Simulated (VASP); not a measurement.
## Hf (relaxed from the fcc structure, space group Fm-3m): computed properties

The numbers are results of r2SCAN meta-GGA, VASP's PBE PAW potentials (set 64) (plane waves; VASP), not measurements.

```yaml
space_group: Fm-3m (225)
cell: a = 4.4657 Å, b = 4.4657 Å, c = 4.4657 Å, α = 90.00°, β = 90.00°, γ = 90.00°
volume_per_atom: 22.26 Å³/atom
band gap (over mesh and band path): none (metal, semimetal or under 0.01 eV)
density: 13.31 g/cm³
```

```
Hf
1.0
    0.00000     2.23286     2.23286
    2.23286     0.00000     2.23286
    2.23286     2.23286     0.00000
Hf
1
Cartesian
  0.00000   0.00000   0.00000
```

Unless said otherwise, spin-orbit coupling is left out, though it shifts the bands of the heavy elements here.

The structure was generated: Hf was put into the fcc type (Fm-3m), which need not be its known phase. It was relaxed first. Symmetry was kept, so distortions that lower it aren't found.
